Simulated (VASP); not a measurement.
```xyz
2
Lattice="0.0000 2.1291 2.1291 2.1291 0.0000 2.1291 2.1291 2.1291 0.0000" Properties=species:S:1:pos:R:3 pbc="T T T"
Ti     0.0000     0.0000     0.0000
N      2.1291     2.1291     2.1291
```

These are LDA (Ceperley-Alder, Perdew-Zunger), VASP's LDA PAW potentials (set 64) (plane waves; VASP) values and carry that method's errors. Numerical set-up: 520 eV cut-off, 15×15×15 Γ-centred mesh, first-order Methfessel-Paxton smearing of 0.10 eV, potentials Ti_sv N.

Problem. Estimate the energy per atom (σ→0), pressure, band gap (on the k-mesh) with the smallest direct gap where there is one.

Solution. 
```json
{
  "band gap (on the k-mesh)": "none (metal, semimetal or under 0.01 eV)",
  "energy per atom (σ→0)": "-10807 meV/atom",
  "pressure": "-16.37 GPa"
}
```

Total energies compare only between runs with the same potentials, cut-off and functional.

The compound is TiN in the rock salt structure. This cell is one point of a volume scan, at 1.06 of the reference volume. The electron count is odd and the run is not spin-polarised, which forces a metal.
